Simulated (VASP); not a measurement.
# LiH: what each functional gives, and what it costs, part 2 of 2

Wanted: bands and gap of LiH from one functional after another. LASPH is on for some levels and off for others; the table marks which. The start is a cell from a database of measured crystal structures.

VASP 6.6.1, plane waves and PAW; the level of theory is named at each step.

So far, least gap on mesh and path (eV): step 2 (bands, level LDA) 2.65; step 6 (bands, level SCAN) 3.58; step 7 (bands, level BLYP) 3.45; step 9 (bands, level HSE06) 4.02; step 10 (bands, level r2SCANh) 4.21.

The database entry behind the starting cell differs from later determinations by our own check (the deuteride, about 0.2 % short), so it need not match the best structure at ambient conditions.

**11. Dielectric constant for the exchange share**

This step: PBE; plane waves and PAW (Li_sv, H) (VASP 6.6.1).

The share of exact exchange of the next level is the inverse of the dielectric constant, which this PBE response run supplies.

INCAR reads:

```
SYSTEM = LiH
PREC = Accurate
ENCUT = 650
EDIFF = 1E-08
NELM = 100
ISMEAR = 0
SIGMA = 0.01
LREAL = .FALSE.
ALGO = Normal
GGA = PE
NBANDS = 8
LORBIT = 11
LWAVE = .FALSE.
LCHARG = .FALSE.
KPAR = 4
LEPSILON = .TRUE.
```

POSCAR reads:

```
LiH
1.0
    0.0000000000      2.0367500000      2.0367500000
    2.0367500000      0.0000000000      2.0367500000
    2.0367500000      2.0367500000      0.0000000000
Li H
1 1
Direct
    0.0000000000      0.0000000000      0.0000000000
    0.5000000000      0.5000000000      0.5000000000
```

KPOINTS reads:

```
Automatic mesh
0
Gamma
17 17 17
0 0 0
```

Potentials, in the order of the species: Li_sv and H (PBE family, release 64).

On the command line:

```console
$ mpirun -np 4 vasp_std
```

It took 5.3 min on 4 MPI ranks of AMD EPYC 7571, shared host; peak memory 1.2 GiB.

Energies printed during the response cycles are not total energies of the cell.

Numbers from this step:

* irreducible k-points: 165
* Fermi energy: -0.0034 eV
* pressure: -1.891 GPa
* valence top at k: -0.4706, 0.4706, 0
* conduction bottom at k: -0.4706, 0.4706, 0
* least direct gap at k: -0.4706, 0.4706, 0
* gap on the k-mesh: 3.090 eV
* least direct gap on the k-mesh: 3.090 eV

Electronic dielectric tensor with local fields:

```
4.31 0.00 0.00
0.00 4.31 0.00
0.00 0.00 4.31
```

Born effective charge (e), principal values of the symmetric part by kind of site:

```
atom  atoms with these values    low  middle   high   mean
 Li1                        1   1.03    1.03   1.03   1.03
  H2                        1  -1.03   -1.03  -1.03  -1.03
```

In full for H2:

```
-1.03  0.00  0.00
 0.00 -1.03  0.00
 0.00  0.00 -1.03
```

The Born charges sum to zero; the printed set may have that rule imposed, so this is no test.

**12. Bands with PBE-EpsX, ε∞ used 4.308**

This step: PBE-EpsX, exact-exchange share 1/4.308; plane waves and PAW (Li_sv, H) (VASP 6.6.1).

Here the share of exact exchange is set to the inverse of the computed dielectric constant, since screening weakens exchange.

INCAR reads:

```
SYSTEM = LiH
PREC = Accurate
ENCUT = 650
EDIFF = 1E-06
NELM = 100
ISMEAR = 0
SIGMA = 0.02
LREAL = .FALSE.
ALGO = Normal
LHFCALC = .TRUE.
AEXX = 0.232
GGA = PE
LASPH = .TRUE.
NBANDS = 8
PRECFOCK = Fast
HFRCUT = -1
LORBIT = 11
LWAVE = .FALSE.
LCHARG = .FALSE.
KPAR = 4
```

POSCAR is that of step 11.

KPOINTS reads:

```
Automatic mesh
0
Gamma
6 6 6
0 0 0
```

KPOINTS_OPT reads:

```
Line mode
6
Line-mode
Reciprocal
  0.00000000   0.00000000   0.00000000 GAMMA
  0.50000000   0.00000000   0.50000000 X

  0.50000000   0.00000000   0.50000000 X
  0.50000000   0.25000000   0.75000000 W

  0.50000000   0.25000000   0.75000000 W
  0.37500000   0.37500000   0.75000000 K

  0.37500000   0.37500000   0.75000000 K
  0.00000000   0.00000000   0.00000000 GAMMA

  0.00000000   0.00000000   0.00000000 GAMMA
  0.50000000   0.50000000   0.50000000 L

  0.50000000   0.50000000   0.50000000 L
  0.62500000   0.25000000   0.62500000 U

  0.62500000   0.25000000   0.62500000 U
  0.50000000   0.25000000   0.75000000 W

  0.50000000   0.25000000   0.75000000 W
  0.50000000   0.50000000   0.50000000 L

  0.50000000   0.50000000   0.50000000 L
  0.37500000   0.37500000   0.75000000 K

  0.62500000   0.25000000   0.62500000 U
  0.50000000   0.00000000   0.50000000 X
```

On the command line:

```console
$ mpirun -np 4 vasp_std
```

Run time: 1.9 min. Hardware: 4 MPI ranks; peak memory 0.55 GiB.

Electronic bands along the path, in eV, zero at the valence-band top; v1 is the highest filled band, c1 the lowest empty one:

```
          point     v1     c1     c2
              Γ  -5.89  17.86  19.57
0.40 of the way  -4.81  13.90  15.69
              X   0.00   4.57  12.53
0.60 of the way  -0.14   5.42   9.10
              W  -0.23   6.93   6.93
0.60 of the way  -0.42   5.94   8.63
              K  -0.49   5.75   9.18
0.60 of the way  -4.72  13.06  13.51
              Γ  -5.89  17.86  19.57
0.60 of the way  -4.22   9.83  16.32
              L  -2.74   6.43  15.40
0.40 of the way  -2.26   6.54  12.43
              U  -0.49   5.75   9.18
0.40 of the way  -0.42   5.94   8.63
              W  -0.23   6.93   6.93
0.40 of the way  -1.38   6.74   9.42
              L  -2.74   6.43  15.40
0.60 of the way  -1.69   6.60  10.46
              K  -0.49   5.75   9.18
      jump to U  -0.49   5.75   9.18
0.60 of the way  -0.04   4.76  11.24
              X   0.00   4.57  12.53
```

Of the projections kept (Li, H), the largest for each band there; the rest of the weight can lie on other orbitals:

| point | v1 | c1 | c2 |
| --- | --- | --- | --- |
| Γ | H 0.74 | H 0.82 | Li 0.95 |
| X | H 0.96 | Li 0.90 | Li 0.92 |
| W | H 0.94 | Li 0.90 | Li 0.90 |
| K | H 0.92 | Li 0.90 | Li 0.76 |
| Γ | H 0.74 | H 0.82 | Li 0.95 |
| L | H 0.83 | Li 0.85 | H 0.58 |

The gap is 4.57 eV, direct at X. Against LDA that is +1.92 eV; this run took 5.8 times the core time, on fewer points of the path.

**13. Bands with HSE03**

This step: HSE03; plane waves and PAW (Li_sv, H) (VASP 6.6.1).

HSE03, as typed here, screens exact exchange more strongly than HSE06 (HFSCREEN 0.3 against 0.2).

Edit INCAR of step 12 so:

```diff
@@ -10,4 +10,5 @@
 LHFCALC = .TRUE.
-AEXX = 0.232
+AEXX = 0.25
 GGA = PE
+HFSCREEN = 0.3
 LASPH = .TRUE.
@@ -15,3 +16,2 @@
 PRECFOCK = Fast
-HFRCUT = -1
 LORBIT = 11
```

POSCAR is that of step 12.

KPOINTS is that of step 12.

KPOINTS_OPT is that of step 12.

On the command line:

```console
$ mpirun -np 4 vasp_std
```

Wall time 2.5 min (4 MPI ranks); peak memory 0.9 GiB; 8.9 min of CPU time.

The electronic bands at the labelled points (eV, zero at the valence-band top; v1 is the highest filled band, c1 the lowest empty one):

```
          point     v1     c1     c2
              Γ  -5.78  17.02  18.70
0.40 of the way  -4.69  13.04  14.83
              X   0.00   3.80  11.68
0.60 of the way  -0.14   4.64   8.28
              W  -0.21   6.12   6.12
0.60 of the way  -0.41   5.15   7.81
              K  -0.49   4.97   8.36
0.60 of the way  -4.61  12.20  12.67
              Γ  -5.78  17.02  18.70
0.60 of the way  -4.11   8.99  15.48
              L  -2.67   5.62  14.56
0.40 of the way  -2.19   5.73  11.58
              U  -0.49   4.97   8.36
0.40 of the way  -0.41   5.15   7.81
              W  -0.21   6.12   6.12
0.40 of the way  -1.33   5.93   8.58
              L  -2.67   5.62  14.56
0.60 of the way  -1.64   5.80   9.61
              K  -0.49   4.97   8.36
      jump to U  -0.49   4.97   8.36
0.60 of the way  -0.05   3.99  10.40
              X   0.00   3.80  11.68
```

Of the projections kept (Li, H), the largest for each band there; the rest of the weight can lie on other orbitals:

```
point      v1       c1       c2
    Γ  H 0.74   H 0.82  Li 0.96
    X  H 0.96  Li 0.90  Li 0.92
    W  H 0.94  Li 0.91  Li 0.91
    K  H 0.92  Li 0.90  Li 0.77
    Γ  H 0.74   H 0.82  Li 0.96
    L  H 0.83  Li 0.85   H 0.57
```

The gap is 3.80 eV, direct at X. Against LDA that is +1.16 eV; this run took 7.8 times the core time, on fewer points of the path.

**14. Bands with HSEsol**

This step: HSEsol; plane waves and PAW (Li_sv, H) (VASP 6.6.1).

HSEsol is the screened hybrid built on PBEsol.

Edit INCAR of step 13 so:

```diff
@@ -11,4 +11,4 @@
 AEXX = 0.25
-GGA = PE
-HFSCREEN = 0.3
+GGA = PS
+HFSCREEN = 0.2
 LASPH = .TRUE.
```

POSCAR is that of step 13.

KPOINTS is that of step 13.

KPOINTS_OPT is that of step 13.

On the command line:

```console
$ mpirun -np 4 vasp_std
```

The job ended after 2.2 min (4 MPI ranks; peak memory 0.91 GiB).

Electronic bands along the path, in eV, zero at the valence-band top; v1 is the highest filled band, c1 the lowest empty one:

```csv
point,v1,c1,c2
Γ,-5.96,17.32,18.86
0.40 of the way,-4.86,13.28,14.97
X,0.00,3.86,11.81
0.60 of the way,-0.15,4.71,8.37
W,-0.22,6.19,6.19
0.60 of the way,-0.43,5.22,7.91
K,-0.52,5.03,8.47
0.60 of the way,-4.77,12.40,12.78
Γ,-5.96,17.32,18.86
0.60 of the way,-4.26,9.12,15.69
L,-2.78,5.70,14.78
0.40 of the way,-2.29,5.82,11.75
U,-0.52,5.03,8.47
0.40 of the way,-0.43,5.22,7.91
W,-0.22,6.19,6.19
0.40 of the way,-1.40,6.01,8.71
L,-2.78,5.70,14.78
0.60 of the way,-1.72,5.88,9.76
K,-0.52,5.03,8.47
jump to U,-0.52,5.03,8.47
0.60 of the way,-0.05,4.05,10.52
X,0.00,3.86,11.81
```

Of the projections kept (Li, H), the largest for each band there; the rest of the weight can lie on other orbitals:

```csv
point,v1,c1,c2
Γ,H 0.73,H 0.82,Li 0.96
X,H 0.96,Li 0.91,Li 0.93
W,H 0.93,Li 0.91,Li 0.91
K,H 0.91,Li 0.91,Li 0.77
Γ,H 0.73,H 0.82,Li 0.96
L,H 0.82,Li 0.85,H 0.56
```

The gap is 3.86 eV, direct at X. Against LDA that is +1.21 eV; this run took 6.7 times the core time, on fewer points of the path.

**15. The ladder as a table**

This step: ladder of functionals on one cell; plane waves and PAW (VASP 6.6.1).

No new run; the numbers come from the runs before.

A gap of 0 means none; cost is the wall time of each run, as given at its step, times its ranks, without the set-up around it; LASPH differs between rows, which moves results and costs too. Results by level, by row:

```csv
level,gap (eV),least direct gap (eV),pressure (GPa),cost (core minutes),LASPH
LDA,2.645,2.645,-4.08,1.29,off
PBE,3.012,3.012,-1.87,1.32,off
r2SCAN,3.603,3.603,-1.91,4.87,on
TB-mBJ,5.041,5.041,-,3.41,on
SCAN,3.583,3.583,-2.32,4.8,on
BLYP,3.45,3.45,-1.25,1.74,off
HSE06,4.017,4.018,-,10.1,on
r2SCANh,4.21,4.21,-,10.5,on
PBE-EpsX,4.568,4.568,-,7.54,on
HSE03,3.804,3.804,-,10.1,on
HSEsol,3.857,3.857,-,8.67,on
```

**16. Outcome**

- gap, LDA: 2.65 eV
- gap, PBE: 3.01 eV
- gap, r2SCAN: 3.60 eV
- gap, TB-mBJ: 5.04 eV
- gap, SCAN: 3.58 eV
- gap, BLYP: 3.45 eV
- gap, HSE06: 4.02 eV
- gap, r2SCANh: 4.21 eV
- gap, PBE-EpsX: 4.57 eV
- gap, HSE03: 3.80 eV
- gap, HSEsol: 3.86 eV

**Reading.** For LiH the functional decides between a gap of 2.65 eV (LDA) and 5.04 eV (TB-mBJ), while across these levels the cost spans a factor of 8.1. HSE06 moves the gap by +1.01 eV from PBE, at about 7.7 times the core time, though on fewer points of the path. On r2SCAN the gap grows with the share of exact exchange: 3.60 eV at none, 4.21 eV at 0.10. TB-mBJ lands +1.02 eV from HSE06 at 34 % of its cost. All levels use one geometry and one mesh, kept coarse to afford the hybrids, so no gap here is fully converged. Costs come from a shared host, and the hybrids use PRECFOCK = Fast. These are single-particle gaps of a static lattice, without excitons or temperature. LASPH is on for some levels and off for others, so differences between them are not the functional's alone.

[Lines on the potential files, build, host, timing and source positions are cut from VASP's logs without a mark.]

[Logs are printed without paths, hosts, clocks, repeated set-up lines and the standing remarks that a program may print on its own settings, such as how far it seeks lower states.]

[Hosts, paths, dates, database ids (printed as entryN), source tags and the programs' standing remarks are cut or masked in the printed files.]

[A measured line is paired with the nearest computed mode of its activity, which favours agreement.]
